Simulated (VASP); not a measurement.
Energy against volume of CsPbCl3 (cubic perovskite). Computed with r2SCAN+rVV10, VASP's PBE PAW potentials (set 64) (plane waves; VASP). Settings: 520 eV cut-off, 4×4×4 Γ-centred mesh, Gaussian smearing of 0.050 eV, potentials Cs_sv Pb_d Cl.

```
V (Å³/atom)  E (eV/atom)
-----------  -----------
34.631         -21.33223
35.702         -21.33577
36.773         -21.33387
37.844         -21.32737
```

Question: Fit these four points and predict the energy of the run at 33.559 Å³/atom.

Answer: A cubic in V^(−2/3), the third-order Birch-Murnaghan form, passes through the four points with V0 = 35.84 Å³/atom and B0 = 27 GPa, and gives -21.3222 eV/atom there. The run gave -21.3221 eV/atom, +0.1 meV/atom from the fit; all five points give B0 = 27 GPa.

The compound is CsPbCl3 in the cubic perovskite structure, the ideal cubic form; the compound distorts at low or room temperature. It was relaxed first.
